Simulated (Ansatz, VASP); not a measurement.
# Cross-check of KHF2 between VASP and Ansatz, part 2 of 2

One calculation is typed for both programs; each brings its own data sets. How far apart do they land? The cell is taken from a series of runs on this material, whose earlier steps may have relaxed, scaled, displaced or heated it; both programs get it as it stands.

VASP 6.6.1 and Ansatz 0.2.0.

So far: The starting structure; Ansatz: dielectric response, PBEsol.

### Step 3. VASP: dielectric response, PBEsol

Level of this step: PBEsol; plane waves and PAW (K_sv, H, F) (VASP).

The same cell, functional and mesh now go to VASP, with its own data sets.

Lines of VASP's logs that name or quote its potential files are left out, and so is its time.

Contents of INCAR:

```
SYSTEM = KHF2
PREC = Accurate
ENCUT = 520
EDIFF = 1E-08
NELM = 120
ISMEAR = 0
SIGMA = 0.01
LREAL = .FALSE.
ALGO = Normal
GGA = PS
NBANDS = 32
LORBIT = 11
LWAVE = .FALSE.
LCHARG = .FALSE.
ISIF = 2
LEPSILON = .TRUE.
LASPH = .TRUE.
GGA_COMPAT = .FALSE.
KPAR = 2
```

Contents of POSCAR:

```
KHF2
1.0
   -2.8350000000      2.8350000000      3.4050000000
    2.8350000000     -2.8350000000      3.4050000000
    2.8350000000      2.8350000000     -3.4050000000
K H F
2 2 4
Direct
    0.2500000000      0.2500000000      0.0000000000
    0.7500000000      0.7500000000      0.0000000000
    0.5000000000      0.0000000000      0.5000000000
    0.0000000000      0.5000000000      0.5000000000
    0.6408000000      0.1408000000      0.7816000000
    0.1408000000      0.3592000000      0.5000000000
    0.3592000000      0.8592000000      0.2184000000
    0.8592000000      0.6408000000      0.5000000000
```

Contents of KPOINTS:

```
Automatic mesh
0
Gamma
6 6 6
0 0 0
```

The projector-augmented-wave data sets are K_sv, H and F (PBE family, release 64).

Run with:

```sh
mpirun -np 2 vasp_std
```

Numbers of over 12 decimals in the logs are rounded to 6 here.

The log of the run:

```text
[banner, memory and clock lines left out]
running    2 mpi-ranks, on    1 nodes
 distrk:  each k-point on    1 cores,    2 groups
 distr:  one band on    1 cores,    1 groups

 POSCAR found type information on POSCAR K H F
 POSCAR found :  3 types and       8 ions
|                                                                             |
|               ----> ADVICE to this user running VASP <----                  |
|                                                                             |
|     You enforced a specific xc type in the INCAR file but a different       |
|     [... a line on the potential file left out ...]
|     I HOPE YOU KNOW WHAT YOU ARE DOING!                                     |
|                                                                             |

 LDA part: xc-table for (Slater+PW92), standard interpolation
 POSCAR, INCAR and KPOINTS ok, starting setup
 FFT: planning ... GRIDC
 FFT: planning ... GRID_SOFT
 FFT: planning ... GRID
 WAVECAR not read
 entering main loop
       N       E                     dE             d eps       ncg     rms          rms(c)
DAV:   1     0.390421913818E+03    0.39042E+03   -0.25643E+04  1920   0.144E+03
DAV:   2    -0.131683108861E+02   -0.40359E+03   -0.39107E+03  2528   0.394E+02
DAV:   3    -0.359295752913E+02   -0.22761E+02   -0.22664E+02  2568   0.878E+01
DAV:   4    -0.374609847809E+02   -0.15314E+01   -0.15294E+01  3200   0.137E+01
DAV:   5    -0.374707584667E+02   -0.97737E-02   -0.97735E-02  2456   0.131E+00    0.936E+00
DAV:   6    -0.351612382532E+02    0.23095E+01   -0.87709E+00  2208   0.169E+01    0.454E+00
DAV:   7    -0.351363027516E+02    0.24936E-01   -0.34313E-01  2792   0.316E+00    0.286E+00
DAV:   8    -0.351457445410E+02   -0.94418E-02   -0.10419E-01  2320   0.251E+00    0.360E-01
DAV:   9    -0.351477267229E+02   -0.19822E-02   -0.24716E-02  2488   0.861E-01    0.179E-01
DAV:  10    -0.351489688703E+02   -0.12421E-02   -0.27443E-03  2736   0.328E-01    0.103E-01
DAV:  11    -0.351490959278E+02   -0.12706E-03   -0.19491E-04  2560   0.901E-02    0.255E-02
DAV:  12    -0.351491276409E+02   -0.31713E-04   -0.82739E-05  2328   0.493E-02    0.570E-03
DAV:  13    -0.351491296861E+02   -0.20451E-05   -0.33907E-06  2512   0.118E-02    0.407E-03
DAV:  14    -0.351491295871E+02    0.99025E-07   -0.43226E-07  2352   0.458E-03    0.999E-04
DAV:  15    -0.351491296443E+02   -0.57257E-07   -0.37913E-08  2344   0.124E-03    0.570E-04
DAV:  16    -0.351491296481E+02   -0.38290E-08   -0.10256E-08  1640   0.645E-04
   1 F= -.35149130E+02 E0= -.35149130E+02  d E =-.910352E-35
 Linear response reoptimize wavefunctions to high precision
DAV:   1    -0.351491296492E+02   -0.10214E-08   -0.16313E-09  1648   0.251E-04
DAV:   2    -0.351491296491E+02    0.96406E-10   -0.42263E-10  1608   0.117E-04
 Linear response G [H, r] |phi>, progress :
  Direction:   1
       N       E                     dE             d eps       ncg     rms
RMM:   1    -0.163672954621E+03   -0.16367E+03    0.71135E+02  3628   0.124E+02
RMM:   2    -0.159526512660E+03    0.41464E+01   -0.17078E+01  3461   0.251E+01
RMM:   3    -0.160041464920E+03   -0.51495E+00   -0.25271E+00  4237   0.584E+00
RMM:   4    -0.160121919905E+03   -0.80455E-01   -0.42890E-01  4449   0.183E+00
RMM:   5    -0.160138769784E+03   -0.16850E-01   -0.10156E-01  4501   0.793E-01
RMM:   6    -0.160142499038E+03   -0.37293E-02   -0.29637E-02  4559   0.379E-01
RMM:   7    -0.160143397329E+03   -0.89829E-03   -0.94563E-03  4594   0.189E-01
RMM:   8    -0.160143677191E+03   -0.27986E-03   -0.13281E-02  4771   0.101E-01
RMM:   9    -0.160143742883E+03   -0.65692E-04   -0.50202E-05  4659   0.526E-02
RMM:  10    -0.160143767426E+03   -0.24543E-04    0.13694E-03  4575   0.301E-02
RMM:  11    -0.160143772550E+03   -0.51243E-05    0.15218E-03  4493   0.198E-02
RMM:  12    -0.160143774677E+03   -0.21266E-05    0.10844E-03  4421   0.145E-02
RMM:  13    -0.160143776500E+03   -0.18237E-05    0.14281E-04  4312   0.119E-02
RMM:  14    -0.160143775706E+03    0.79425E-06   -0.20767E-04  4238   0.106E-02
RMM:  15    -0.160143776715E+03   -0.10090E-05   -0.98239E-05  4166   0.993E-03
RMM:  16    -0.160143776651E+03    0.64407E-07   -0.64351E-05  4062   0.954E-03
RMM:  17    -0.160143776230E+03    0.42048E-06   -0.53928E-05  4004   0.931E-03
RMM:  18    -0.160143776458E+03   -0.22782E-06   -0.36236E-06  3943   0.917E-03
 Linear response G [H, r] |phi>, progress :
  Direction:   2
       N       E                     dE             d eps       ncg     rms
RMM:   1    -0.163301957294E+03   -0.16330E+03    0.71561E+02  3622   0.125E+02
RMM:   2    -0.159508858847E+03    0.37931E+01   -0.17230E+01  3445   0.251E+01
RMM:   3    -0.160024545833E+03   -0.51569E+00   -0.26627E+00  4221   0.593E+00
RMM:   4    -0.160102818060E+03   -0.78272E-01   -0.46467E-01  4435   0.187E+00
[...]
RMM:   2    -0.309017281752E+00   -0.23583E-02   -0.33977E-02  4072   0.718E-01
RMM:   3    -0.311632894835E+00   -0.26156E-02   -0.68250E-03  4445   0.245E-01
RMM:   4    -0.312099343985E+00   -0.46645E-03   -0.93253E-04  4586   0.977E-02
RMM:   5    -0.312178171496E+00   -0.78828E-04   -0.21056E-04  4533   0.419E-02
RMM:   6    -0.312194060748E+00   -0.15889E-04   -0.41850E-05  4367   0.193E-02
RMM:   7    -0.312197516554E+00   -0.34558E-05   -0.92517E-06  4163   0.897E-03
[...]
RMM:   9    -0.293187815298E+00   -0.14465E-06   -0.79067E-07  3946   0.182E-03
RMM:  10    -0.293187841976E+00   -0.26678E-07   -0.39352E-07  3829   0.101E-03
RMM:  11    -0.293187848125E+00   -0.61494E-08   -0.41274E-08  3731   0.644E-04
 change of polarisation eV/A/(eV/A) component  3 :    -0.008    -0.017     0.586
 dielectric tensor                  component  3 :    -0.014    -0.029     1.969
 Linear response to external field, progress :
  Direction:   1
       N       E                     dE             d eps       ncg     rms          rms(c)
RMM:   1    -0.306482624559E+00   -0.30648E+00   -0.52366E-01  6104   0.305E+00
RMM:   2    -0.308623440535E+00   -0.21408E-02   -0.33815E-02  6233   0.720E-01    0.110E+00
RMM:   3    -0.287837214539E+00    0.20786E-01   -0.55182E-02  5292   0.114E+00    0.530E-01
RMM:   4    -0.294252066659E+00   -0.64149E-02   -0.12513E-02  5782   0.568E-01    0.220E-01
RMM:   5    -0.302234528735E+00   -0.79825E-02   -0.27740E-03  6498   0.258E-01    0.923E-02
RMM:   6    -0.306741923012E+00   -0.45074E-02   -0.71027E-04  6278   0.129E-01    0.214E-02
RMM:   7    -0.307010394415E+00   -0.26847E-03   -0.17328E-04  6826   0.508E-02    0.160E-02
RMM:   8    -0.307402179807E+00   -0.39179E-03   -0.43897E-05  6767   0.258E-02    0.382E-03
RMM:   9    -0.307438378077E+00   -0.36198E-04   -0.80923E-06  7068   0.130E-02    0.354E-03
RMM:  10    -0.307448243755E+00   -0.98657E-05   -0.13081E-05  7064   0.783E-03    0.800E-04
RMM:  11    -0.307446375725E+00    0.18680E-05   -0.28170E-06  7240   0.419E-03    0.935E-04
RMM:  12    -0.307448617302E+00   -0.22416E-05   -0.93547E-07  7113   0.239E-03    0.826E-05
RMM:  13    -0.307447711645E+00    0.90566E-06   -0.12805E-06  7358   0.128E-03    0.161E-04
RMM:  14    -0.307448261963E+00   -0.55032E-06   -0.61772E-08  6940   0.750E-04    0.507E-05
RMM:  15    -0.307447858559E+00    0.40340E-06   -0.71531E-07  6578   0.532E-04    0.728E-05
RMM:  16    -0.307447972896E+00   -0.11434E-06   -0.77855E-07  6137   0.447E-04    0.212E-05
RMM:  17    -0.307447888820E+00    0.84076E-07   -0.60098E-07  5711   0.413E-04    0.266E-05
RMM:  18    -0.307447935497E+00   -0.46677E-07   -0.72191E-07  5178   0.399E-04    0.154E-05
RMM:  19    -0.307447980457E+00   -0.44959E-07   -0.78567E-07  4850   0.393E-04    0.439E-06
 change of polarisation eV/A/(eV/A) component  1 :     0.562     0.001    -0.013
 dielectric tensor                  component  1 :     1.930     0.001    -0.022
 Linear response to external field, progress :
  Direction:   2
       N       E                     dE             d eps       ncg     rms          rms(c)
RMM:   1    -0.306482291056E+00   -0.30648E+00   -0.52366E-01  6104   0.305E+00
RMM:   2    -0.308623161327E+00   -0.21409E-02   -0.33817E-02  6236   0.720E-01    0.110E+00
RMM:   3    -0.287821704449E+00    0.20801E-01   -0.54989E-02  5290   0.114E+00    0.530E-01
RMM:   4    -0.294251968662E+00   -0.64303E-02   -0.12542E-02  5781   0.569E-01    0.220E-01
RMM:   5    -0.302228832213E+00   -0.79769E-02   -0.27829E-03  6499   0.258E-01    0.925E-02
RMM:   6    -0.306740712603E+00   -0.45119E-02   -0.70700E-04  6270   0.129E-01    0.213E-02
RMM:   7    -0.307009949497E+00   -0.26924E-03   -0.17053E-04  6822   0.506E-02    0.159E-02
RMM:   8    -0.307401678841E+00   -0.39173E-03   -0.46204E-05  6766   0.257E-02    0.381E-03
RMM:   9    -0.307437952220E+00   -0.36273E-04   -0.12405E-05  7062   0.130E-02    0.352E-03
RMM:  10    -0.307447391333E+00   -0.94391E-05   -0.69195E-06  7064   0.786E-03    0.810E-04
RMM:  11    -0.307445910192E+00    0.14811E-05   -0.51378E-06  7241   0.424E-03    0.941E-04
RMM:  12    -0.307448128278E+00   -0.22181E-05    0.35457E-06  7107   0.243E-03    0.961E-05
RMM:  13    -0.307447012091E+00    0.11162E-05    0.58389E-08  7367   0.133E-03    0.193E-04
RMM:  14    -0.307447368185E+00   -0.35609E-06    0.10605E-06  6873   0.777E-04    0.919E-05
RMM:  15    -0.307447434056E+00   -0.65870E-07    0.10824E-07  6558   0.559E-04    0.632E-05
RMM:  16    -0.307447239329E+00    0.19473E-06    0.39441E-07  6224   0.488E-04    0.606E-05
RMM:  17    -0.307447372411E+00   -0.13308E-06    0.23179E-07  5752   0.449E-04    0.205E-05
RMM:  18    -0.307447408358E+00   -0.35947E-07    0.32860E-07  5181   0.434E-04    0.130E-05
RMM:  19    -0.307447426002E+00   -0.17644E-07    0.36469E-07  5001   0.429E-04    0.533E-06
 change of polarisation eV/A/(eV/A) component  2 :     0.001     0.562    -0.008
 dielectric tensor                  component  2 :     0.001     1.930    -0.013
 Linear response to external field, progress :
  Direction:   3
       N       E                     dE             d eps       ncg     rms          rms(c)
RMM:   1    -0.287029079046E+00   -0.28703E+00   -0.42407E-01  3866   0.285E+00
RMM:   2    -0.289731951887E+00   -0.27029E-02   -0.35431E-02  3773   0.661E-01    0.985E-01
RMM:   3    -0.270922175110E+00    0.18810E-01   -0.32971E-02  3256   0.866E-01    0.490E-01
RMM:   4    -0.279954418698E+00   -0.90322E-02   -0.18347E-02  3366   0.712E-01    0.165E-01
RMM:   5    -0.289956888272E+00   -0.10002E-01   -0.46692E-03  3804   0.307E-01    0.417E-02
RMM:   6    -0.291199701320E+00   -0.12428E-02   -0.73088E-04  4118   0.103E-01    0.250E-02
RMM:   7    -0.292096200617E+00   -0.89650E-03   -0.17613E-04  4099   0.459E-02    0.812E-03
RMM:   8    -0.292093494600E+00    0.27060E-05   -0.28313E-05  4224   0.200E-02    0.254E-03
RMM:   9    -0.292121284233E+00   -0.27790E-04   -0.13068E-05  4547   0.937E-03    0.198E-03
RMM:  10    -0.292125432923E+00   -0.41487E-05   -0.27372E-06  4565   0.404E-03    0.119E-03
RMM:  11    -0.292123504472E+00    0.19285E-05   -0.83557E-07  4336   0.208E-03    0.595E-04
RMM:  12    -0.292119708195E+00    0.37963E-05   -0.52809E-07  4393   0.112E-03    0.766E-05
RMM:  13    -0.292119873874E+00   -0.16568E-06   -0.19258E-07  4078   0.684E-04    0.950E-05
RMM:  14    -0.292119385200E+00    0.48867E-06   -0.19420E-08  3906   0.501E-04    0.209E-04
RMM:  15    -0.292119878093E+00   -0.49289E-06   -0.78042E-08  3852   0.446E-04    0.423E-05
RMM:  16    -0.292120252828E+00   -0.37473E-06   -0.10662E-07  3618   0.390E-04    0.112E-04
RMM:  17    -0.292120280754E+00   -0.27926E-07   -0.11730E-07  3158   0.366E-04    0.769E-05
RMM:  18    -0.292120238253E+00    0.42501E-07   -0.94504E-08  3198   0.361E-04    0.541E-06
 change of polarisation eV/A/(eV/A) component  3 :    -0.008    -0.017     0.527
 dielectric tensor                  component  3 :    -0.014    -0.029     1.871
 Born effective charges drift removed
```

From OUTCAR (step 3):

```text
ion  position               nearest neighbor table
   1  0.250  0.250  0.000-   8 2.77   7 2.77   5 2.77   6 2.77   7 2.77   6 2.77   8 2.77   5 2.77
                             2 3.40   2 3.40
   2  0.750  0.750  0.000-   7 2.77   6 2.77   5 2.77   7 2.77   8 2.77   8 2.77   5 2.77   6 2.77
                             1 3.40   1 3.40
   3  0.500  0.000  0.500-   5 1.13   7 1.13
   4  0.000  0.500  0.500-   6 1.13   8 1.13
   5  0.641  0.141  0.782-   3 1.13   2 2.77   1 2.77   2 2.77   1 2.77
   6  0.141  0.359  0.500-   4 1.13   1 2.77   2 2.77   1 2.77   2 2.77
   7  0.359  0.859  0.218-   3 1.13   2 2.77   1 2.77   1 2.77   2 2.77
   8  0.859  0.641  0.500-   4 1.13   2 2.77   1 2.77   2 2.77   1 2.77

  LATTYP: Found a body centered tetragonal cell.
 ALAT       =     5.6700000000
 C/A-ratio  =     1.2010582011

 Subroutine GETGRP returns: Found 16 space group operations
 (whereof  8 operations were pure point group operations)

The static configuration has the point symmetry C_4h.
 The point group associated with its full space group is D_4h.

 Found     30 irreducible k-points:

   k-points           NKPTS =     30   k-points in BZ     NKDIM =     30   number of bands    NBANDS=     32

   dimension x,y,z NGX =    40 NGY =   40 NGZ =   40
   dimension x,y,z NGXF=    80 NGYF=   80 NGZF=   80

   ENCUT  =  520.0 eV  38.22 Ry    6.18 a.u.   9.78  9.78  9.78*2*pi/ulx,y,z

   NELECT =      48.0000    total number of electrons

 k-points in reciprocal lattice and weights: Automatic mesh
   0.00000000  0.00000000  0.00000000       0.005
   0.16666667  0.00000000 -0.00000000       0.037
   0.33333333  0.00000000 -0.00000000       0.037
   0.50000000  0.00000000 -0.00000000       0.019
   0.16666667  0.16666667 -0.00000000       0.037
   0.33333333  0.16666667 -0.00000000       0.074
   0.50000000  0.16666667 -0.00000000       0.074
  -0.33333333  0.16666667  0.00000000       0.074
  -0.16666667  0.16666667  0.00000000       0.019
[...]
-0.33333333 -0.33333333  0.33333333       0.009
   0.50000000  0.50000000  0.50000000       0.005

 average (electrostatic) potential at core
       1 -36.2061       2 -36.2061       3 -37.8682       4 -37.8682       5 -79.2145
       6 -79.2145       7 -79.2145       8 -79.2145

  Total        0.6392378      0.6392378     -0.5328775      0.0000000     -0.0000000      0.0000000
  in kB        9.3559903      9.3559903     -7.7992839      0.0000000     -0.0000000      0.0000000
  external PRESSURE =       3.6375656 kB  Pullay stress =       0.0000000 kB

  energy-cutoff  :      520.00
  volume of cell :      109.47
      direct lattice vectors                 reciprocal lattice vectors
    -2.835000000  2.835000000  3.405000000     0.000000000  0.176366843  0.146842878
     2.835000000 -2.835000000  3.405000000     0.176366843  0.000000000  0.146842878
     2.835000000  2.835000000 -3.405000000     0.176366843  0.176366843  0.000000000

 POSITION                                       TOTAL-FORCE (eV/Angst)
 -----------------------------------------------------------------------------------
      0.00000      0.00000      1.70250        -0.000000     -0.000000      0.000000
      0.00000      0.00000      5.10750        -0.000000     -0.000000      0.000000
      0.00000      2.83500      0.00000        -0.000000     -0.000000      0.000000
      2.83500      0.00000      0.00000        -0.000000     -0.000000      0.000000
      0.79834      3.63334      0.00000         0.404793      0.404793      0.000000
      2.03666      0.79834      0.00000        -0.404793      0.404793     -0.000000
      2.03666     -0.79834      3.40500        -0.404793     -0.404793     -0.000000
      0.79834      2.03666      3.40500         0.404793     -0.404793      0.000000
 -----------------------------------------------------------------------------------
    total drift:                                0.000000     -0.000000      0.000000

 MACROSCOPIC STATIC DIELECTRIC TENSOR (including local field effects in DFT)
 ------------------------------------------------------
           1.929640     0.000000     0.000000
           0.000000     1.929640     0.000000
           0.000000     0.000000     1.871309
 ------------------------------------------------------

 PIEZOELECTRIC TENSOR (including local field effects)  for field in x, y, z        (C/m^2)
          XX          YY          ZZ          XY          YZ          ZX
  --------------------------------------------------------------------------------
  x     0.00000     0.00000     0.00000     0.00000     0.00000     0.00000
  y     0.00000     0.00000     0.00000     0.00000     0.00000     0.00000
  z     0.00000     0.00000     0.00000     0.00000     0.00000     0.00000

 BORN EFFECTIVE CHARGES (including local field effects) (in |e|, cummulative output)
 ---------------------------------------------------------------------------------
 ion    1
    1     1.14779     0.00000     0.00000
    2    -0.00000     1.14779    -0.00000
    3     0.00000     0.00000     1.19656
 ion    2
    1     1.14779     0.00000     0.00000
    2    -0.00000     1.14779    -0.00000
    3     0.00000     0.00000     1.19656
 ion    3
    1     1.17997     0.81021     0.00000
    2     0.81021     1.17997    -0.00000
    3    -0.00000     0.00000     0.31779
 ion    4
    1     1.17997    -0.81021     0.00000
    2    -0.81021     1.17997    -0.00000
    3     0.00000     0.00000     0.31779
 ion    5
    1    -1.16388    -0.33185     0.00000
    2    -0.33185    -1.16388    -0.00000
    3     0.00000     0.00000    -0.75717
 ion    6
    1    -1.16388     0.33185     0.00000
    2     0.33185    -1.16388     0.00000
    3     0.00000     0.00000    -0.75717
 ion    7
    1    -1.16388    -0.33185     0.00000
    2    -0.33185    -1.16388     0.00000
    3     0.00000     0.00000    -0.75717
 ion    8
    1    -1.16388     0.33185     0.00000
    2     0.33185    -1.16388    -0.00000
    3     0.00000     0.00000    -0.75717
```

### Step 4. Comparison

Known differences besides the potentials themselves: fixed occupations in Ansatz, narrow Gaussian smearing in VASP; the cutoff is 420 eV in Ansatz and 520 eV in VASP; Ansatz makes its cores anew for this functional, VASP keeps those of its PBE data sets. Total energies have different zeros and are not compared.

Compared:

| quantity | Ansatz | VASP | difference |
| --- | --- | --- | --- |
| ε∞ xx | 1.93 | 1.93 | +0.27 % |
| ε∞ yy | 1.93 | 1.93 | +0.27 % |
| ε∞ zz | 1.88 | 1.87 | +0.22 % |

### Step 5. Outcome

```
difference in ε∞ xx (dielectric response, PBEsol) : 0.27 %
```

What this shows: The difference in ε∞ xx is 0.27 % (dielectric response, PBEsol), within the 5 % picked in this series as the mark of a large difference. Such differences can come from data sets, numerical settings and the points named under the comparisons, not from the functional's error against experiment.

[Lines on the potential files, build, host, timing and source positions are cut from VASP's logs without a mark.]

[Logs are printed without paths, hosts, clocks, repeated set-up lines and the standing remarks that a program may print on its own settings, such as how far it seeks lower states.]

[Hosts, paths, dates, database ids (printed as entryN), source tags and the programs' standing remarks are cut or masked in the printed files.]
